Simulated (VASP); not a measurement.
# Ta4NiO11 (P2/m) in VASP: further runs, part 2 of 4

VASP 6.6.1. The steps go on from the part before.

## Step 4: Band structure, PBE, collinear spin, ferromagnetic start, spin-orbit coupling

Contents of INCAR:

```
SYSTEM = Ta4NiO11
PREC = Accurate ; ENCUT = 520
EDIFF = 1E-7 ; ISMEAR = -1
SIGMA = 0.05 ; LREAL = .False.
LASPH = .True. ; NELM = 120
ALGO = Normal ; ISIF = 2
LWAVE = .False. ; LCHARG = .False.
MAGMOM = 0 0 0 0 0 0 0 0 0 0 0 0 1 0 0 0 0 0 0 0 0 0 0 0 0 0 0 0 0 0 0 0 0 0 0 0 0 0 0 0 0 0 0 0 0 0 0 0 ; LORBIT = 11
LSORBIT = .True. ; GGA_COMPAT = .False.
LORBMOM = .True. ; LMAXMIX = 4
GGA = PE ; NBANDS = 146
KPAR = 4
```

Contents of KPOINTS:

```
regular mesh
0
Gamma
  6 5 4
  0 0 0
```

Contents of POSCAR:

```
Ta4NiO11
1.0
    4.7708900000      0.0000000000      0.0051300000
    0.0000000000      5.8245400000      0.0000000000
   -1.9862800000      0.0000000000      7.2505100000
Ta Ni O
4 1 11
Direct
    0.6133900000      0.5000000000      0.7604200000
    0.3866100000      0.5000000000      0.2395800000
    0.1661500000      0.0000000000      0.7987500000
    0.8338500000      0.0000000000      0.2012500000
    0.5000000000      0.0000000000      0.5000000000
    0.3327800000      0.7991300000      0.6505300000
    0.6672200000      0.7991300000      0.3494700000
    0.9004700000      0.2578600000      0.8071800000
    0.0995300000      0.2578600000      0.1928200000
    0.6672200000      0.2008700000      0.3494700000
    0.3327800000      0.2008700000      0.6505300000
    0.0995300000      0.7421400000      0.1928200000
    0.9004700000      0.7421400000      0.8071800000
    0.5000000000      0.5000000000      0.0000000000
    0.5000000000      0.0000000000      0.0000000000
    0.5000000000      0.5000000000      0.5000000000
```

Contents of KPOINTS_OPT:

```
path GYHCEM1AXH1,MDZ,YD
15
line-mode
reciprocal
 0.0000000000  0.0000000000  0.0000000000  G
 0.0000000000  0.0000000000  0.5000000000  Y

 0.0000000000  0.0000000000  0.5000000000  Y
-0.4474843174  0.0000000000  0.6855711242  H

-0.4474843174  0.0000000000  0.6855711242  H
-0.5000000000  0.0000000000  0.5000000000  C

-0.5000000000  0.0000000000  0.5000000000  C
-0.5000000000  0.5000000000  0.5000000000  E

-0.5000000000  0.5000000000  0.5000000000  E
-0.5525156826  0.5000000000  0.3144288758  M1

-0.5525156826  0.5000000000  0.3144288758  M1
-0.5000000000  0.5000000000  0.0000000000  A

-0.5000000000  0.5000000000  0.0000000000  A
-0.5000000000  0.0000000000  0.0000000000  X

-0.5000000000  0.0000000000  0.0000000000  X
-0.5525156826  0.0000000000  0.3144288758  H1

-0.4474843174  0.5000000000  0.6855711242  M
 0.0000000000  0.5000000000  0.5000000000  D

 0.0000000000  0.5000000000  0.5000000000  D
 0.0000000000  0.5000000000  0.0000000000  Z

 0.0000000000  0.0000000000  0.5000000000  Y
 0.0000000000  0.5000000000  0.5000000000  D
```

Potentials or basis: VASP PAW PBE potentials, release 64 (Ta_pv, Ni, O).

Run with:

```bash
> cat potpaw_PBE.64/Ta_pv/POTCAR potpaw_PBE.64/Ni/POTCAR potpaw_PBE.64/O/POTCAR > POTCAR
> mpirun -np 4 vasp_ncl > vasp.out
```

OUTCAR:

```text
SYSTEM = Ta4NiO11
   PREC = Accurate
   ENCUT = 520
   EDIFF = 1E-7
   ISMEAR = -1
   LREAL = .False.
   LASPH = .True.
   NELM = 120
   ISIF = 2
   LORBIT = 11
   LSORBIT = .True.
   GGA = PE

 ion  position               nearest neighbor table
   1  0.613  0.500  0.760-  16 1.89  13 1.93   8 1.93  14 2.01  11 2.22   6 2.22
   2  0.387  0.500  0.240-  16 1.89  12 1.93   9 1.93  14 2.01  10 2.22   7 2.22
   3  0.166  0.000  0.799-  15 1.89  11 1.93   6 1.93  13 1.98   8 1.98   5 3.08
   4  0.834  0.000  0.201-  15 1.89  10 1.93   7 1.93  12 1.98   9 1.98   5 3.08
   5  0.500  0.000  0.500-   6 1.94   7 1.94  10 1.94  11 1.94   3 3.08   4 3.08
   6  0.333  0.799  0.651-   3 1.93   5 1.94   1 2.22
   7  0.667  0.799  0.349-   4 1.93   5 1.94   2 2.22
   8  0.900  0.258  0.807-   1 1.93   3 1.98
   9  0.100  0.258  0.193-   2 1.93   4 1.98
  10  0.667  0.201  0.349-   4 1.93   5 1.94   2 2.22
  11  0.333  0.201  0.651-   3 1.93   5 1.94   1 2.22
  12  0.100  0.742  0.193-   2 1.93   4 1.98
  13  0.900  0.742  0.807-   1 1.93   3 1.98
  14  0.500  0.500  0.000-   1 2.01   2 2.01
  15  0.500  0.000  0.000-   3 1.89   4 1.89
  16  0.500  0.500  0.500-   1 1.89   2 1.89

  LATTYP: Found a simple monoclinic cell.
 ALAT       =     4.7708927581
 B/A-ratio  =     1.2208490728
 C/A-ratio  =     1.5757343173
 COS(beta)  =    -0.2631780021

  Lattice vectors:

 A1 = (   4.7708900000,   0.0000000000,   0.0051300000)
 A2 = (   0.0000000000,   5.8245400000,   0.0000000000)
 A3 = (  -1.9862800000,   0.0000000000,   7.2505100000)

Analysis of symmetry for initial positions (statically):
=====================================================================
 Subroutine PRICEL returns:
 Original cell was already a primitive cell.

 Routine SETGRP: Setting up the symmetry group for a
 simple monoclinic supercell.

 Subroutine GETGRP returns: Found  4 space group operations
 (whereof  4 operations were pure point group operations)
 out of a pool of  4 trial point group operations.

The static configuration has the point symmetry C_2h.

Analysis of symmetry for dynamics (positions and initial velocities):
=====================================================================
 Subroutine PRICEL returns:
 Original cell was already a primitive cell.

 Routine SETGRP: Setting up the symmetry group for a
 simple monoclinic supercell.

 Subroutine GETGRP returns: Found  4 space group operations
 (whereof  4 operations were pure point group operations)
 out of a pool of  4 trial point group operations.

The dynamic configuration has the point symmetry C_2h.

Analysis of structural, dynamic, and magnetic symmetry:
=====================================================================
 Subroutine PRICEL returns:
 Original cell was already a primitive cell.

 Routine SETGRP: Setting up the symmetry group for a
 simple monoclinic supercell.

 Subroutine GETGRP returns: Found  2 space group operations
 (whereof  2 operations were pure point group operations)
 out of a pool of  4 trial point group operations.

The overall configuration has the point symmetry S_2 .

 Subroutine INISYM returns: Found  2 space group operations
 (whereof  2 operations are pure point group operations),
 and found     1 'primitive' translations

----------------------------------------------------------------------------------------

                                     Primitive cell
[... 3449 lines left out ...]
      0.29552      4.65456      4.71838         0.036059     -0.064564     -0.065122
[... 8 lines left out ...]
      2.38544      0.00000      0.00257         0.000000      0.000000      0.000000
      1.39230      2.91227      3.62782         0.000000      0.000000      0.000000
 -----------------------------------------------------------------------------------
    total drift:                                0.000000      0.000000      0.000000

  FREE ENERGIE OF THE ION-ELECTRON SYSTEM (eV)
  ---------------------------------------------------
  free  energy   TOTEN  =      -146.8515753982 eV

  energy  without entropy=     -146.8514750422  energy(sigma->0) =     -146.85152522

 orbital moment (x)

 # of ion     p       d       tot
 ----------------------------------------
  1         0.000  -0.000  -0.000
  2         0.000  -0.000  -0.000
  3         0.000   0.000   0.000
  4         0.000   0.000   0.000
  5         0.000  -0.000  -0.000
  6         0.000   0.000   0.000
[... 8 lines left out ...]
 15         0.000   0.000   0.000
 16         0.000   0.000   0.000
 ----------------------------------------
            0.000  -0.000  -0.000

 orbital moment (y)

 # of ion     p       d       tot
 ----------------------------------------
  1         0.000  -0.000  -0.000
  2         0.000  -0.000  -0.000
  3        -0.000   0.000   0.000
  4        -0.000   0.000   0.000
  5        -0.000  -0.000  -0.000
  6         0.000   0.000   0.000
[... 8 lines left out ...]
 15        -0.000   0.000  -0.000
 16        -0.000   0.000  -0.000
 ----------------------------------------
            0.000  -0.000  -0.000

 orbital moment (z)

 # of ion     p       d       tot
 ----------------------------------------
  1         0.000   0.000   0.000
  2         0.000   0.000   0.000
  3         0.000   0.000   0.000
  4         0.000   0.000   0.000
  5        -0.000   0.000  -0.000
  6        -0.000   0.000  -0.000
[... 8 lines left out ...]
 15         0.000   0.000   0.000
 16         0.000   0.000   0.000
 ----------------------------------------
            0.000   0.000   0.000

 Spin-Orbit-Coupling matrix elements

 Ion:    1  E_soc:     -1.2169827
 l=   1
     0.0000000    -0.1922975    -0.1947939
    -0.1922975     0.0000000    -0.1941001
    -0.1947939    -0.1941001     0.0000000
 l=   2
     0.0000000    -0.0018273     0.0000000    -0.0019118    -0.0072265
    -0.0018273     0.0000000    -0.0052699    -0.0017721    -0.0017928
     0.0000000    -0.0052699     0.0000000    -0.0055457     0.0000000
    -0.0019118    -0.0017721    -0.0055457     0.0000000    -0.0019537
    -0.0072265    -0.0017928     0.0000000    -0.0019537     0.0000000
 l=   3
     0.0000000     0.0000000     0.0000000     0.0000000     0.0000000     0.0000000     0.0000000
     0.0000000     0.0000000     0.0000000     0.0000000     0.0000000     0.0000000     0.0000000
     0.0000000     0.0000000     0.0000000     0.0000000     0.0000000     0.0000000     0.0000000
     0.0000000     0.0000000     0.0000000     0.0000000     0.0000000     0.0000000     0.0000000
[... 289 lines left out ...]
 l=   2
     0.0000000     0.0000000     0.0000000     0.0000000     0.0000000
     0.0000000     0.0000000     0.0000000     0.0000000     0.0000000
     0.0000000     0.0000000     0.0000000     0.0000000     0.0000000
     0.0000000     0.0000000     0.0000000     0.0000000     0.0000000
     0.0000000     0.0000000     0.0000000     0.0000000     0.0000000
 l=   3
     0.0000000     0.0000000     0.0000000     0.0000000     0.0000000     0.0000000     0.0000000
     0.0000000     0.0000000     0.0000000     0.0000000     0.0000000     0.0000000     0.0000000
     0.0000000     0.0000000     0.0000000     0.0000000     0.0000000     0.0000000     0.0000000
     0.0000000     0.0000000     0.0000000     0.0000000     0.0000000     0.0000000     0.0000000
     0.0000000     0.0000000     0.0000000     0.0000000     0.0000000     0.0000000     0.0000000
     0.0000000     0.0000000     0.0000000     0.0000000     0.0000000     0.0000000     0.0000000
     0.0000000     0.0000000     0.0000000     0.0000000     0.0000000     0.0000000     0.0000000

 total charge

# of ion       s       p       d       tot
------------------------------------------
    1        0.336   6.304   2.097   8.737
    2        0.336   6.304   2.097   8.737
    3        0.360   6.318   2.232   8.911
    4        0.360   6.318   2.232   8.911
    5        0.392   0.430   8.326   9.148
    6        1.571   3.479   0.000   5.050
[... 8 lines left out ...]
   15        1.570   3.545   0.000   5.115
   16        1.584   3.547   0.000   5.131
--------------------------------------------------
tot         19.064  64.142  16.985 100.190

 magnetization (x)

# of ion       s       p       d       tot
------------------------------------------
    1       -0.000  -0.000  -0.000  -0.000
    2       -0.000  -0.000  -0.000  -0.000
    3       -0.000  -0.000  -0.000  -0.000
    4       -0.000  -0.000  -0.000  -0.000
    5        0.000  -0.000  -0.000  -0.000
    6       -0.000   0.000   0.000   0.000
[... 8 lines left out ...]
   15        0.000   0.000   0.000   0.000
   16       -0.000   0.000   0.000   0.000
--------------------------------------------------
tot         -0.000   0.000  -0.000   0.000

 magnetization (y)

# of ion       s       p       d       tot
------------------------------------------
    1       -0.000  -0.000  -0.000  -0.000
    2       -0.000  -0.000  -0.000  -0.000
    3        0.000  -0.000   0.000   0.000
    4        0.000  -0.000   0.000   0.000
    5       -0.000  -0.000  -0.000  -0.000
    6       -0.000   0.000   0.000   0.000
[... 8 lines left out ...]
   15        0.000   0.000   0.000   0.000
   16       -0.000  -0.000   0.000  -0.000
--------------------------------------------------
tot          0.000   0.000  -0.000   0.000

 magnetization (z)

# of ion       s       p       d       tot
------------------------------------------
    1       -0.000  -0.000  -0.000  -0.000
    2       -0.000  -0.000  -0.000  -0.000
    3        0.000   0.000   0.000   0.000
    4        0.000   0.000   0.000   0.000
    5        0.000   0.000  -0.000  -0.000
    6        0.000   0.000   0.000   0.000
[... 8 lines left out ...]
   15        0.000  -0.000   0.000  -0.000
   16       -0.000   0.000   0.000   0.000
--------------------------------------------------
tot          0.000   0.000  -0.000  -0.000
```

It took 52 min on 4 MPI ranks of Intel Xeon 6975P-C (Granite Rapids), shared host; peak memory 3.9 GiB.

What came out:

```
Free energy                                           : -146.8516 eV
Pressure                                              : 1.0 GPa
Largest force                                         : 0.125 eV/Å
Net moment                                            : 0.00 μB per cell
Valence electrons inside the program's atomic spheres : Ta 8.74, 8.91; Ni 9.15; O 5.05, 5.07, 5.03, 5.12, 5.13
```

Forces in eV/Å, atoms in the order of the input:
```
Ta  -0.054  0.000  0.088
Ta   0.054  0.000 -0.088
Ta  -0.105  0.000  0.068
Ta   0.105  0.000 -0.068
Ni   0.000  0.000  0.000
O    0.036 -0.065 -0.065
O   -0.036 -0.065  0.065
O   -0.002  0.004  0.008
O    0.002  0.004 -0.008
O   -0.036  0.065  0.065
O    0.036  0.065 -0.065
O    0.002 -0.004 -0.008
O   -0.002 -0.004  0.008
O    0.000  0.000  0.000
O    0.000  0.000  0.000
O    0.000  0.000  0.000
```

Stress tensor (GPa, compression positive):
```
 0.98  0.00 -0.17
 0.00  1.05  0.00
-0.17  0.00  1.03
```

Moments on the atoms (μB; x, y, z):
```
Ta  0.00 0.00 0.00
Ta  0.00 0.00 0.00
Ta  0.00 0.00 0.00
Ta  0.00 0.00 0.00
Ni  0.00 0.00 0.00
O   0.00 0.00 0.00
O   0.00 0.00 0.00
O   0.00 0.00 0.00
O   0.00 0.00 0.00
O   0.00 0.00 0.00
O   0.00 0.00 0.00
O   0.00 0.00 0.00
O   0.00 0.00 0.00
O   0.00 0.00 0.00
O   0.00 0.00 0.00
O   0.00 0.00 0.00
```

[end of part 2 of 4]
